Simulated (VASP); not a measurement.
Given:

```xyz
3
Lattice="3.7209 0.0000 0.0000 -1.8605 3.2224 0.0000 0.0000 0.0000 5.7511" Properties=species:S:1:pos:R:3 pbc="T T T"
Pt     0.0000     0.0000     0.0000
Se     0.0000     2.1483     1.3091
Se     1.8605     1.0741     4.4420
```

All values below come from r2SCAN meta-GGA, VASP's PBE PAW potentials (set 64) (plane waves; VASP). Settings: 480 eV cut-off, 6×6×4 Γ-centred mesh, Gaussian smearing of 0.050 eV, potentials Pt Se.

Unless said otherwise, spin-orbit coupling is left out, though it shifts the bands of the heavy elements here.

Task: Predict the energy per atom (σ→0), band gap (on the k-mesh) with the smallest direct gap where there is one.

Result: 
- band gap (on the k-mesh): 0.79 eV
- smallest direct gap (on the k-mesh): 1.34 eV
- energy per atom (σ→0): -27.166 eV/atom

The absolute energy has meaning only against runs of the same code, potentials and settings.

The compound is PtSe2 in the 1T layered structure. It was relaxed first, which changed the volume by +13 %. The start is the result of an earlier pass.
